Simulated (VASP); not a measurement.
OSZICAR of a VASP run on BAs (zinc blende):

### OSZICAR
```
       N       E                     dE             d eps       ncg     rms          rms(c)
DAV:   1     0.172012549686E+02    0.17201E+02   -0.39858E+03   560   0.895E+02
DAV:   2    -0.928079078629E+01   -0.26482E+02   -0.25825E+02   848   0.109E+02
DAV:   3    -0.973675161221E+01   -0.45596E+00   -0.45596E+00   672   0.190E+01
DAV:   4    -0.973740870195E+01   -0.65709E-03   -0.65709E-03   792   0.815E-01
DAV:   5    -0.973740896427E+01   -0.26232E-06   -0.26232E-06   664   0.127E-02    0.479E+00
DAV:   6    -0.915165031363E+01    0.58576E+00   -0.18914E+00   592   0.713E+00    0.234E+00
DAV:   7    -0.908530596310E+01    0.66344E-01   -0.21528E-01   784   0.287E+00    0.940E-01
DAV:   8    -0.907750244733E+01    0.78035E-02   -0.32002E-02   712   0.124E+00    0.125E-01
DAV:   9    -0.907775886336E+01   -0.25642E-03   -0.49340E-04   680   0.197E-01    0.815E-02
DAV:  10    -0.907788668395E+01   -0.12782E-03   -0.24541E-04   560   0.134E-01    0.188E-02
DAV:  11    -0.907789139410E+01   -0.47101E-05   -0.51298E-06   824   0.244E-02    0.172E-02
DAV:  12    -0.907789063506E+01    0.75904E-06   -0.24531E-06   520   0.954E-03
   1 F= -.90778906E+01 E0= -.90778906E+01  d E =-.907789E+01
       N       E                     dE             d eps       ncg     rms          rms(c)
DAV:   1    -0.910435688526E+01   -0.26465E-01   -0.67049E-01   656   0.616E+00    0.755E-01
DAV:   2    -0.908822788598E+01    0.16129E-01   -0.28480E-02   584   0.104E+00    0.366E-01
DAV:   3    -0.908329422022E+01    0.49337E-02   -0.10664E-02   640   0.592E-01    0.118E-01
DAV:   4    -0.908289634779E+01    0.39787E-03   -0.77007E-04   712   0.183E-01    0.654E-02
DAV:   5    -0.908287942727E+01    0.16921E-04   -0.45344E-05   592   0.463E-02    0.341E-02
DAV:   6    -0.908287896736E+01    0.45991E-06   -0.41521E-06   592   0.147E-02
   2 F= -.90828790E+01 E0= -.90828790E+01  d E =-.498833E-02
       N       E                     dE             d eps       ncg     rms          rms(c)
DAV:   1    -0.909064349086E+01   -0.77641E-02   -0.11394E-01   656   0.258E+00    0.317E-01
DAV:   2    -0.908796088840E+01    0.26826E-02   -0.45452E-03   576   0.418E-01    0.152E-01
DAV:   3    -0.908713376779E+01    0.82712E-03   -0.18133E-03   656   0.243E-01    0.534E-02
DAV:   4    -0.908707540909E+01    0.58359E-04   -0.11777E-04   720   0.722E-02    0.294E-02
DAV:   5    -0.908707317340E+01    0.22357E-05   -0.75184E-06   632   0.193E-02    0.146E-02
DAV:   6    -0.908707303047E+01    0.14292E-06   -0.58945E-07   304   0.571E-03
   3 F= -.90870730E+01 E0= -.90870730E+01  d E =-.918240E-02
```

Question: Which electronic solver shows in the log?

Answer: It is blocked Davidson (ALGO = Normal, or the opening steps of other solvers). The INCAR had ALGO = Normal.

Question: Can the final energy be trusted as converged?

Answer: The calculation finished and met its thresholds. It stopped with EDIFF = 1E-6, NELM = 100, NSW = 60 and EDIFFG = -0.01 after 3 ionic steps (optB88-vdW, plane waves, VASP's PBE PAW potentials (set 64)). Energy and stress use the plane-wave basis of the starting cell.

The compound is BAs in the zinc blende structure. This run relaxes it. Symmetry was kept, so distortions that lower it aren't found.
